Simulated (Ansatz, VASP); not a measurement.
# SbAs: VASP beside Ansatz, part 2 of 2

One calculation is typed for both programs; each brings its own data sets. How far apart do they land? The cell is taken from a series of runs on this material, whose earlier steps may have relaxed, scaled, displaced or heated it; both programs get it as it stands.

VASP 6.6.1 and Ansatz 0.2.0.

So far: The starting structure; Ansatz: single point, PBEsol; VASP: single point, PBEsol; Side by side.

### 5. Ansatz: single point, PBEsol, spin-orbit coupling

Level of this step: Ansatz beside VASP: Kohn-Sham DFT, plane waves, PBEsol, spin-orbit coupling (Ansatz).

With cell and atoms fixed, the geometry can't cause a difference; cores, projectors, grids and the points listed under the comparison can.

The cell is taken from a series of runs on this material, whose earlier steps may have relaxed, scaled, displaced or heated it; both programs get it as it stands.

Contents of input.yaml:

```yaml
crystal:
  lattice:
    - [3.7728062046, 0.0, 0.0]
    - [-1.8864031023, 3.2673460168, 0.0]
    - [0.0, 0.0, 26.2]
  atoms:
    - { symbol: As, position: [0.3333333333, 0.6666666667, 0.5288420073] }
    - { symbol: Sb, position: [0.6666666667, 0.3333333333, 0.4711579927] }
  periodic: [true, true, false]
kpoints:
  mp_grid: { grid: [6, 6, 1] }
  band_path:
    path:
      - [0.0, 0.0, 0.0]
      - [0.5, 0.0, 0.0]
      - [0.3333333333, 0.3333333333, 0.0]
      - [0.0, 0.3333333333, 0.0]
    npoints: 1
hamiltonian:
  xc: pbesol
  pseudopotentials: { kind: paw_fr, azcp: { folder: soft_1 }, xc_functional: pbe }
scf:
  occupations: { method: fixed }
  n_extra_bands: 8
magnetization:
  noncollinear: true
  spin_orbit: true
output:
  eigenvalues: true
```

Run with:

```console
ansatz run input.yaml --threads 8 --pin off --max-ram 17510MiB --backend cpu --events-out ev --progress --plain --runs-dir out
```

Numbers of over 12 decimals in the logs are rounded to 6 here.

The log of the run:

```text
[...]
non-collinear run that drives no moment, with spin-orbit: no starting moment large enough to seed its density (crystal.atoms[].spin), no starting occupations that ask for one, no magnetisation constraint and no magnetic field, so the semilocal B_xc is pinned to zero
Crystal: 2 atoms, lattice volume = 322.969 Å³
Basis set: ecut = 420 eV, 6315 PW (Γ)
[...]
k-point 1: bands = [... 26 lower, -5.8567, -5.7919, -5.5296, -5.5287, -2.9764, -2.9500, -1.3842 (-1.3842°), -1.2373 (-1.2373°), ... 4 higher]
  k-point 2: bands = [... 26 lower, -6.5537, -6.5170, -5.9529, -5.8891, -3.7452, -3.6814, -1.6744, -1.6018, ... 4 higher]
  k-point 6: bands = [... 26 lower, -7.3945, -7.2069, -6.9189, -6.8553, -3.6001, -3.5235, -1.4526, -1.2937, ... 4 higher]
  ° read free of the cell's end (the report's vacuum.weakly_bound_levels)
[key lines of the parts left out:]
SCF converged after 8 iterations
Magnetization: |M| = 0.0000 μB,  M = (+0.0000, +0.0000, +0.0000) μB
Free energy (F): -11223.349955 eV
Fermi energy:    -4.842931 eV
```

### 6. VASP: single point, PBEsol, spin-orbit coupling

The same cell, functional and mesh now go to VASP, with its own data sets.

Contents of INCAR:

```
SYSTEM = SbAs
PREC = Accurate
ENCUT = 400
EDIFF = 1E-06
NELM = 200
ISMEAR = 0
SIGMA = 0.01
LREAL = .FALSE.
ALGO = Normal
GGA = PS
LNONCOLLINEAR = .TRUE.
MAGMOM = 0 0 0 0 0 0
NBANDS = 22
GGA_COMPAT = .FALSE.
LASPH = .TRUE.
LSORBIT = .TRUE.
LORBIT = 11
LWAVE = .FALSE.
LCHARG = .FALSE.
ISIF = 2
LDIPOL = .TRUE.
IDIPOL = 3
DIPOL = 0.5 0.5 0.5
LVHAR = .TRUE.
EFERMI = MIDGAP
NELMDL = -8
KPAR = 2
```

Contents of POSCAR:

```
SbAs
1.0
    3.7728062046      0.0000000000      0.0000000000
   -1.8864031023      3.2673460168      0.0000000000
    0.0000000000      0.0000000000     26.2000000000
As Sb
1 1
Direct
    0.3333333333      0.6666666667      0.5288420073
    0.6666666666      0.3333333334      0.4711579927
```

Contents of KPOINTS:

```
Automatic mesh
0
Gamma
6 6 1
0 0 0
```

The projector-augmented-wave data sets are As and Sb (PBE family, release 64).

Run with:

```console
mpirun -np 2 vasp_ncl
```

The log of the run:

```text
[banner, memory and clock lines left out]
running    2 mpi-ranks, on    1 nodes
[...]
[... a notice as in an earlier step ...]

 LDA part: xc-table for (Slater+PW92), standard interpolation
 POSCAR, INCAR and KPOINTS ok, starting setup
[...]
entering main loop
       N       E                     dE             d eps       ncg     rms          rms(c)
DAV:   1     0.584462151173E+02    0.58446E+02   -0.22569E+03   440   0.469E+02
DAV:   2    -0.191675395086E+01   -0.60363E+02   -0.55094E+02   680   0.972E+01
DAV:   3    -0.934164294293E+01   -0.74249E+01   -0.73593E+01   636   0.404E+01
DAV:   4    -0.954666377525E+01   -0.20502E+00   -0.20478E+00   548   0.848E+00
[...]
DAV:  24    -0.941460072665E+01   -0.69836E-05   -0.20811E-07   462   0.119E-03    0.232E-04
DAV:  25    -0.941460209430E+01   -0.13677E-05   -0.18771E-08   430   0.412E-04    0.969E-05
DAV:  26    -0.941460268779E+01   -0.59349E-06   -0.76176E-09   384   0.255E-04
   1 F= -.94146027E+01 E0= -.94146027E+01  d E =0.000000E+00  mag=    -0.0000     0.0000     0.0000
```

Parts of OUTCAR (step 6):

```text
  Total        0.4863039      0.4863039      0.2226395      0.0000000     -0.0000000      0.0000000
  in kB        2.4124450      2.4124450      1.1044650      0.0000000     -0.0000000      0.0000000
  external PRESSURE =       1.9764517 kB  Pullay stress =       0.0000000 kB

 POSITION                                       TOTAL-FORCE (eV/Angst)
 -----------------------------------------------------------------------------------
     -0.00000      2.17823     13.85566        -0.000000      0.000000      0.151468
      1.88640      1.08912     12.34434         0.000000     -0.000000     -0.151468
 -----------------------------------------------------------------------------------
    total drift:                                0.000000     -0.000000     -0.000197

  FREE ENERGIE OF THE ION-ELECTRON SYSTEM (eV)
  ---------------------------------------------------
  free  energy   TOTEN  =        -9.4146026878 eV

  energy  without entropy=       -9.4146026878  energy(sigma->0) =       -9.41460269

 magnetization (x)
# of ion       s       p       d       tot
------------------------------------------
    1        0.000   0.000   0.000   0.000
    2        0.000   0.000  -0.000  -0.000
--------------------------------------------------
tot          0.000   0.000  -0.000  -0.000

 magnetization (y)
# of ion       s       p       d       tot
------------------------------------------
    1        0.000   0.000   0.000   0.000
    2        0.000   0.000   0.000   0.000
--------------------------------------------------
tot          0.000   0.000   0.000   0.000

 magnetization (z)
# of ion       s       p       d       tot
------------------------------------------
    1       -0.000   0.000   0.000  -0.000
    2        0.000   0.000   0.000   0.000
--------------------------------------------------
tot         -0.000   0.000   0.000   0.000

[... 1 part as in an earlier step ...]

[... 2 further parts left out ...]
[key lines of the parts left out:]
E-fermi :  -2.6157
```

### 7. Comparison

What differs besides the data sets and the points named for the pairs above, as far as they apply: spin-orbit coupling enters by fully relativistic files in Ansatz and inside the spheres in VASP; fixed occupations in Ansatz, narrow Gaussian smearing in VASP; the data sets hold 30 valence electrons in Ansatz (on its PAW fully relativistic soft_1 files) and 10 in VASP. Total energies have different zeros and are not compared.

The two programs side by side:

| quantity | Ansatz | VASP | difference |
| --- | --- | --- | --- |
| gap on the k mesh (eV) | 1.098 | 1.109 | -0.012 |

A gap on the mesh is an upper bound, since the band edges may lie between its points. With vacuum in the cell, a pressure given here is an average over mostly empty space and none of the material.

### 8. Outcome

| Property | Result |
| --- | --- |
| difference in gap on the k mesh (single point, PBEsol) | -0.0076 eV |
| difference in gap on the k mesh (single point, PBEsol, spin-orbit coupling) | -0.012 eV |

What this shows: The difference in gap on the k mesh is -0.012 eV (single point, PBEsol, spin-orbit coupling), within the 0.08 eV picked in this series as the mark of a large difference. The data sets hold unlike numbers of valence electrons (30 in Ansatz and 10 in VASP), so part of the differences comes from the potentials. How closely two codes agree says nothing of how well the functional describes the real material.

[Lines on the potential files, build, host, timing and source positions are cut from VASP's logs without a mark.]

[Logs are printed without paths, hosts, clocks, repeated set-up lines and the standing remarks that a program may print on its own settings, such as how far it seeks lower states.]

[Hosts, paths, dates, database ids (printed as entryN), source tags and the programs' standing remarks are cut or masked in the printed files.]
